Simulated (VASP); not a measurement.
Energy against volume of Ho (hcp). These are revPBE GGA, VASP's PBE PAW potentials (set 64) (plane waves; VASP) values and carry that method's errors. Run with 520 eV cut-off, 12×12×7 Γ-centred mesh, first-order Methfessel-Paxton smearing of 0.10 eV, potentials Ho_3.

The 4f electrons are frozen in the core of the lanthanide potential, so 4f levels, which can set the real gap, and their magnetism are missing.

Shape and ions are relaxed at each volume.

| V (Å³/atom) | E (eV/atom) |
|---|---|
| 30.408 | -4.21643 |
| 31.378 | -4.22957 |
| 32.349 | -4.23445 |
| 33.319 | -4.23187 |

Task: Fit these four points and predict the energy of the run at 34.290 Å³/atom.

Result: A cubic in V^(−2/3), the third-order Birch-Murnaghan form, passes through the four points with V0 = 32.48 Å³/atom and B0 = 41 GPa, and gives -4.2226 eV/atom there. The run gave -4.2226 eV/atom, -0.1 meV/atom from the fit; all five points give B0 = 40 GPa.

The compound is Ho in the hcp structure. It was relaxed first.
